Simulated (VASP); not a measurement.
Write the native input for VASP 6.6.1 that does the following.

```yaml
Task: relaxation of cell and atoms
Functional: PBE
Potentials_or_basis: VASP PAW PBE potentials, release 64 (Lu, Al, N)
Cutoff: 520 eV
k_mesh: 3 × 3 × 3
Occupations: gaussian, width 0.15 eV
Spin: no spin polarisation
Further_INCAR_settings: PREC = Normal; ALGO = Fast; EDIFF = 0.0001; IBRION = 2; EDIFFG = -0.08; NSW = 24; ISIF = 3
```

The structure of Lu3AlN4 lies in POSCAR:

```
Lu3AlN4
1.0
   -3.1667540900      3.1667540900      3.5226403500
    3.1667540900     -3.1667540900      3.5226403500
    3.1667540900      3.1667540900     -3.5226403500
Lu Al N
3 1 4
Direct
    0.5000000000      0.5000000000      0.0000000000
    0.5000000000      0.0000000000      0.5000000000
    0.0000000000      0.5000000000      0.5000000000
    0.0000000000      0.0000000000      0.0000000000
    0.5000000000      0.5000000000      0.5000000000
    0.0000000000      0.0000000000      0.5000000000
    0.5000000000      0.0000000000      0.0000000000
    0.0000000000      0.5000000000      0.0000000000
```

The cell was built by a generator and needn't be a form met in nature.

The input as run:

INCAR

```
ALGO = Fast
EDIFF = 1E-4
EDIFFG = -0.08
ENCUT = 520
GGA = PE
IBRION = 2
ISIF = 3
ISMEAR = 0
LASPH = True
LCHARG = False
LREAL = False
LWAVE = False
NELM = 60
NSW = 24
PREC = Normal
SIGMA = 0.15
```

KPOINTS

```
k-points
0
Gamma
  3 3 3
```

Potentials or basis: VASP PAW PBE potentials, release 64 (Lu, Al, N).

The run is started by

```console
$ cat potpaw_PBE.64/Lu/POTCAR potpaw_PBE.64/Al/POTCAR potpaw_PBE.64/N/POTCAR > POTCAR
$ mpirun -np 4 vasp_std > vasp.out
```

It gave:

* Relaxed volume: 12.01 Å³/atom
* Relaxed cell: a = 4.998 Å, b = 4.998 Å, c = 4.998 Å, α = 109.45°, β = 109.45°, γ = 109.51°
* Space group after relaxing (to 0.05 Å): Im-3m (No. 229)
* Energy gained by relaxing: 752.2 meV/atom
* Ionic steps: 15
* Pressure after relaxing: 0.4 GPa
* Band gap on the k mesh: none (metal or under the smearing width)

Caveat: the k mesh is coarse (spacing up to 0.47 Å⁻¹), so the values aren't converged; the volume moved by over 15 % at a fixed basis, so the end points are rough.

It took 4.7 min on 4 MPI ranks on Intel(R) Xeon(R) 6975P-C (Granite Rapids), on a shared host, peak memory 0.15 GiB a rank.
